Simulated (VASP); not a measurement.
All values below come from r2SCAN meta-GGA, VASP's PBE PAW potentials (set 64) (plane waves; VASP 6.6.1).

VASP ran on this input.

POSCAR:
```
LiMgBN2
1
   -1.8776722258     1.8776722258     4.4365632809
    1.8776722258    -1.8776722258     4.4365632809
    1.8776722258     1.8776722258    -4.4365632809
Li Mg B N
1 1 1 2
Direct
  0.2500000000   0.7500000000   0.5000000000
  0.7500000000   0.2500000000   0.5000000000
  0.5000000000   0.5000000000   0.0000000000
  0.6505875896   0.6505875896   0.0000000000
  0.3494124104   0.3494124104   0.0000000000
```

KPOINTS_OPT:
```
k-points along high-symmetry lines
6
Line-mode
Reciprocal
  0.000000   0.000000   0.000000 ! GAMMA
  0.000000   0.000000   0.500000 ! X

  0.000000   0.000000   0.500000 ! X
  0.250000   0.250000   0.250000 ! P

  0.250000   0.250000   0.250000 ! P
  0.000000   0.500000   0.000000 ! N

  0.000000   0.500000   0.000000 ! N
  0.000000   0.000000   0.000000 ! GAMMA

  0.000000   0.000000   0.000000 ! GAMMA
  0.500000   0.500000  -0.500000 ! M

  0.500000   0.500000  -0.500000 ! M
  0.296174   0.703826  -0.296174 ! S

 -0.296174   0.296174   0.296174 ! S_0
  0.000000   0.000000   0.000000 ! GAMMA

  0.000000   0.000000   0.500000 ! X
 -0.092348   0.092348   0.500000 ! R

  0.500000   0.500000  -0.092348 ! G
  0.500000   0.500000  -0.500000 ! M
```

### INCAR
```
LORBIT  =  11
ISIF  =  2   ! forces and stress, cell fixed
ENCUT  =  520
NEDOS  =  601   ! DOS grid
LREAL  =  F
NELM  =  100
PREC  =  Accurate
EDIFF  =  1E-7   ! SCF stop (eV)
LCHARG  =  F
LWAVE  =  F
SYSTEM  =  LiMgBN2
LEFG  =  T
LMIXTAU  =  T
ALGO  =  Normal   ! blocked Davidson
ISMEAR  =  -5   ! tetrahedra, Bloechl
LASPH  =  T
METAGGA  =  R2SCAN
```

File KPOINTS:
```
kpoints
0
G
9 9 9
```

POTCAR, in this order: Li_sv Mg B N (PBE.64 set). Program: vasp_std.

**Question.** Estimate the energy per atom (σ→0), band gap (over mesh and band path).

**Answer.** 
| Quantity | Result |
|---|---|
| energy per atom (σ→0) | -7.550 eV/atom |
| band gap (over mesh and band path) | 3.01 eV |

**OSZICAR**
```
...
DAV:  20    -0.377480063156E+02   -0.60714E-05   -0.13814E-06  2320   0.179E-02    0.149E-03
DAV:  21    -0.377480040359E+02    0.22796E-05   -0.29405E-07  2267   0.681E-03    0.498E-04
DAV:  22    -0.377480058946E+02   -0.18586E-05   -0.11193E-07  1445   0.453E-03    0.300E-04
DAV:  23    -0.377480057593E+02    0.13522E-06   -0.27611E-08  1320   0.208E-03    0.226E-04
DAV:  24    -0.377480060303E+02   -0.27092E-06   -0.10208E-08  1085   0.129E-03    0.996E-05
DAV:  25    -0.377480060077E+02    0.22586E-07   -0.39894E-09  1065   0.634E-04
   1 F= -.37748006E+02 E0= -.37748006E+02  d E =0.000000E+00
       N       E                     dE             ncg
```

The structure comes from a computed database's LiMgBN2 entry (I-4m2); how it stands against other phases isn't given here. It was relaxed first.
